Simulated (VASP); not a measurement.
VASP ran on this input.

### INCAR
```
# general
SYSTEM  = CsPbBr3
PREC    = Accurate
ENCUT   = 400
LREAL   = F
LASPH   = T

# electronic loop
EDIFF   = 1E-6
NELM    = 100
ALGO    = Normal
LMAXMIX = 4

# smearing
ISMEAR  = 0
SIGMA   = 0.05

# ions
IBRION  = 2
NSW     = 60
ISIF    = 3
EDIFFG  = -0.02

# output
LWAVE   = F
LCHARG  = F
```

**KPOINTS**
```
Regular mesh
0
Gamma
 4 4 4
```

### POSCAR
```
CsPbBr3
1.0
  5.7444483845   0.0000000000   0.0000000000
  0.0000000000   5.7444483845   0.0000000000
  0.0000000000   0.0000000000   5.7444483845
Cs Pb Br
1 1 3
Cartesian
  0.0000000000   0.0000000000   0.0000000000
  2.8722241923   2.8722241923   2.8722241923
  2.8722241923   0.0000000000   2.8722241923
  0.0000000000   2.8722241923   2.8722241923
  2.8722241923   2.8722241923   0.0000000000
```

POTCAR, in this order: Cs_sv Pb_d Br (LDA.64 set). Program: vasp_std.

Q: Write an equivalent input for Ansatz.

A: One equivalent input (not run):
Ansatz 0.2 input:
```yaml
crystal:
  lattice:
    - [5.7444484, 0.0000000, 0.0000000]
    - [0.0000000, 5.7444484, 0.0000000]
    - [0.0000000, 0.0000000, 5.7444484]
  atoms:
    - { symbol: Cs, position: [0.0000000, 0.0000000, 0.0000000] }
    - { symbol: Pb, position: [0.5000000, 0.5000000, 0.5000000] }
    - { symbol: Br, position: [0.5000000, 0.0000000, 0.5000000] }
    - { symbol: Br, position: [0.0000000, 0.5000000, 0.5000000] }
    - { symbol: Br, position: [0.5000000, 0.5000000, 0.0000000] }
kpoints:
  mp_grid: { grid: [4, 4, 4] }
hamiltonian:
  xc: lda
  pseudopotentials: { kind: paw }
scf:
  occupations: { method: gaussian, width: 0.05 }
  max_iter: 100
relax:
  max_steps: 60
  f_tol: 0.02
  cell: {}
output: { forces: true, stress: true, eigenvalues: true }
```
What does not carry over: each code has its own PAW files, so the cut-off isn't converted (ENCUT is set for VASP's; basis.ecutwfc is left out, and Ansatz then takes the one that its files recommend); Ansatz stops its SCF on the density residual and VASP on the energy change (EDIFF); Ansatz's lda is the Perdew-Wang form, while the LDA potentials of VASP carry Perdew-Zunger's.

The compound is CsPbBr3 in the cubic perovskite structure, the ideal cubic form; the compound distorts at low or room temperature. This run relaxes it. Symmetry was kept, so distortions that lower it aren't found. The start is the result of an earlier pass.
